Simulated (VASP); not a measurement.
All values below come from AM05 GGA, VASP's PBE PAW potentials (set 64) (plane waves; VASP).

VASP input:

### POSCAR
```
BaF2
1
    0.0000000000     3.1396654065     3.1396654065
    3.1396654065     0.0000000000     3.1396654065
    3.1396654065     3.1396654065     0.0000000000
Ba F
1 2
Direct
  0.0000000000   0.0000000000   0.0000000000
  0.2500000000   0.2500000000   0.2500000000
  0.7500000000   0.7500000000   0.7500000000
```

KPOINTS:
```
Automatic mesh
0
G
6 6 6
0 0 0
```

### INCAR
```
ALGO = Normal
EDIFF = 1E-7
ENCUT = 520
GGA = AM
ISIF = 2
ISMEAR = 0
LASPH = .True.
LCHARG = .False.
LMAXMIX = 4
LREAL = .False.
LWAVE = .False.
NELM = 100
PREC = Accurate
SIGMA = 0.05
SYSTEM = BaF2
```

POTCAR, in this order: Ba_sv F (PBE.64 set). Program: vasp_std.

### Question
What does the run give for the energy per atom (σ→0), pressure?

### Answer

```json
{
 "energy per atom (σ→0)": "-5.711 eV/atom",
 "pressure": "-1.56 GPa"
}
```

### OSZICAR
```
...
DAV:   9    -0.171302288314E+02   -0.12365E-01   -0.14786E-02   640   0.819E-01    0.160E-01
DAV:  10    -0.171338680706E+02   -0.36392E-02   -0.53436E-03   552   0.459E-01    0.362E-02
DAV:  11    -0.171338642619E+02    0.38087E-05   -0.16516E-04   656   0.102E-01    0.138E-02
DAV:  12    -0.171339137173E+02   -0.49455E-04   -0.68051E-05   512   0.571E-02    0.483E-03
DAV:  13    -0.171339135886E+02    0.12877E-06   -0.10775E-06   712   0.752E-03    0.200E-03
DAV:  14    -0.171339141412E+02   -0.55266E-06   -0.10970E-06   512   0.913E-03    0.596E-04
DAV:  15    -0.171339140989E+02    0.42298E-07   -0.42323E-08   472   0.167E-03
   1 F= -.17133914E+02 E0= -.17133914E+02  d E =-.107261E-21
```

The compound is BaF2 in the fluorite structure. This cell is one point of a volume scan, at 1.03 of the reference volume.
